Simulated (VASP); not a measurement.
Crystal: Rh.

```
Rh
1.0
     0.00000    1.90299    1.90299
     1.90299    0.00000    1.90299
     1.90299    1.90299    0.00000
Rh
1
Direct
  0.00000 0.00000 0.00000
```

- Program: VASP 6.6.1
- Task: relaxation of cell and atoms
- Functional: PBE
- Potentials or basis: VASP PAW PBE potentials, release 64 (Rh_pv)
- Cutoff: 600 eV
- k mesh: 20 × 20 × 20
- Occupations: methfessel-paxton, width 0.1 eV
- Spin: no spin polarisation

At the start: pressure 4.9 GPa; volume 13.78 Å³/atom.

Problem. Where does the relaxation end?

Solution. Over 3 steps the energy falls by 3.8 meV/atom and the volume is 14.04 Å³/atom (+1.9 %); space group Fm-3m (No. 225, to 0.05 Å).

Step by step:
| step | energy change (eV) | largest force (eV/Å) | pressure (GPa) | volume (Å³) |
| --- | --- | --- | --- | --- |
| 1 | 0.0000 | 0.0000 | 4.93 | 13.78 |
| 2 | 0.0158 | 0.0000 | -9.86 | 14.65 |
| 3 | -0.0038 | 0.0000 | -0.03 | 14.04 |

Final structure:
```
CELL_PARAMETERS angstrom
0.00000 1.91475 1.91475
1.91475 0.00000 1.91475
1.91475 1.91475 0.00000
ATOMIC_POSITIONS crystal
Rh 0.00000 0.00000 0.00000
```
